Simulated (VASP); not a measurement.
Consider the following.

```
BaTiO3
1.0
    4.04478     0.00000     0.00000
    0.00000     4.04478     0.00000
    0.00000     0.00000     4.35614
Ba Ti O
1 1 3
Direct
  0.00000   0.00000   0.01471
  0.50000   0.50000   0.53354
  0.50000   0.50000   0.95388
  0.00000   0.50000   0.48093
  0.50000   0.00000   0.48093
```

These are vdW-DF2, VASP's PBE PAW potentials (set 64) (plane waves; VASP) values and carry that method's errors. Run with 520 eV cut-off, Gaussian smearing of 0.050 eV, potentials Ba_sv Ti_sv O.

Unless said otherwise, spin-orbit coupling is left out, though it shifts the bands of the heavy elements here.

Question: Give the energies of bands 12 to 23 at the high-symmetry points, in eV from the valence-band maximum.

Answer: 
```json
[
 {"band": "12", "Γ": "-2.59", "X": "-3.85", "M": "-4.15", "Z": "-3.80", "R": "-4.00", "A": "-4.22"},
 {"band": "13", "Γ": "-2.42", "X": "-2.73", "M": "-3.82", "Z": "-2.67", "R": "-3.85", "A": "-3.62"},
 {"band": "14", "Γ": "-2.42", "X": "-2.73", "M": "-3.62", "Z": "-2.67", "R": "-3.55", "A": "-3.54"},
 {"band": "15", "Γ": "-1.79", "X": "-2.68", "M": "-2.85", "Z": "-2.13", "R": "-2.85", "A": "-2.77"},
 {"band": "16", "Γ": "-1.79", "X": "-1.87", "M": "-2.85", "Z": "-2.13", "R": "-2.36", "A": "-2.63"},
 {"band": "17", "Γ": "-1.29", "X": "-1.82", "M": "-2.10", "Z": "-2.00", "R": "-1.85", "A": "-2.63"},
 {"band": "18", "Γ": "-1.13", "X": "-1.69", "M": "-1.20", "Z": "-1.82", "R": "-1.24", "A": "-0.58"},
 {"band": "19", "Γ": "-0.60", "X": "-1.64", "M": "-1.20", "Z": "-0.72", "R": "-1.12", "A": "-0.58"},
 {"band": "20", "Γ": "-0.60", "X": "-1.46", "M": "-0.05", "Z": "-0.72", "R": "-0.63", "A": "0.00"},
 {"band": "21", "Γ": "1.70", "X": "2.40", "M": "3.23", "Z": "1.77", "R": "3.08", "A": "3.50"},
 {"band": "22", "Γ": "2.37", "X": "3.09", "M": "3.23", "Z": "3.07", "R": "3.13", "A": "3.50"},
 {"band": "23", "Γ": "2.37", "X": "3.19", "M": "3.53", "Z": "3.07", "R": "3.30", "A": "3.65"}
]
```

The gap is indirect, 1.69 eV, from the valence maximum at A to the conduction minimum at Γ.

The compound is BaTiO3 in the tetragonal perovskite structure. It was relaxed first, which changed the volume by +11 %.
